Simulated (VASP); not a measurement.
Energy against volume of HfC (rock salt). Level of theory: PBE GGA with D3 dispersion (zero damping), VASP's PBE PAW potentials (set 64) (plane waves; VASP 6.6.1). Numerical set-up: 520 eV cut-off, 14×14×14 Γ-centred mesh, first-order Methfessel-Paxton smearing of 0.10 eV, potentials Hf_pv C.

```csv
V (Å³/atom),E (eV/atom)
11.592,-10.76271
11.962,-10.79182
12.332,-10.80080
12.702,-10.79244
```

Problem. Fit these four points and predict the energy of the run at 13.072 Å³/atom.

Solution. A cubic in V^(−2/3), the third-order Birch-Murnaghan form, passes through the four points with V0 = 12.33 Å³/atom and B0 = 250 GPa, and gives -10.7691 eV/atom there. The run gave -10.7692 eV/atom, -0.0 meV/atom from the fit; all five points give B0 = 250 GPa.

The compound is HfC in the rock salt structure. It was relaxed first.
